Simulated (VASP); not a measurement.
Input:

```yaml
crystal:
  lattice:
    - [2.07000, -3.58534, 0.00000]
    - [2.07000, 3.58534, 0.00000]
    - [0.00000, 0.00000, 6.72000]
  atoms:
    - { symbol: Cd, position: [0.66667, 0.33333, 0.50000] }
    - { symbol: Cd, position: [0.33333, 0.66667, 0.00000] }
    - { symbol: S, position: [0.66667, 0.33333, 0.87700] }
    - { symbol: S, position: [0.33333, 0.66667, 0.37700] }
```

These are LDA (Ceperley-Alder, Perdew-Zunger), VASP's LDA PAW potentials (set 64) (plane waves; VASP) values and carry that method's errors. Run with 300 eV cut-off, 6×6×4 Γ-centred mesh, Fermi-Dirac smearing of 0.020 eV, potentials Cd S.

At this cut-off the stress carries a Pulay error, which pulls relaxed volumes low.

Problem. What does the run give for the energy per atom (σ→0), pressure, band gap (on the k-mesh) with the smallest direct gap where there is one?

Solution. 
```json
{
 "band gap (on the k-mesh)": "0.95 eV",
 "smallest direct gap (on the k-mesh)": "0.95 eV",
 "energy per atom (σ→0)": "-3.695 eV/atom",
 "pressure": "-23.0 kbar"
}
```

The absolute energy has meaning only against runs of the same code, potentials and settings.

The structure is a typed CdS crystal. The cell was not relaxed at this level.
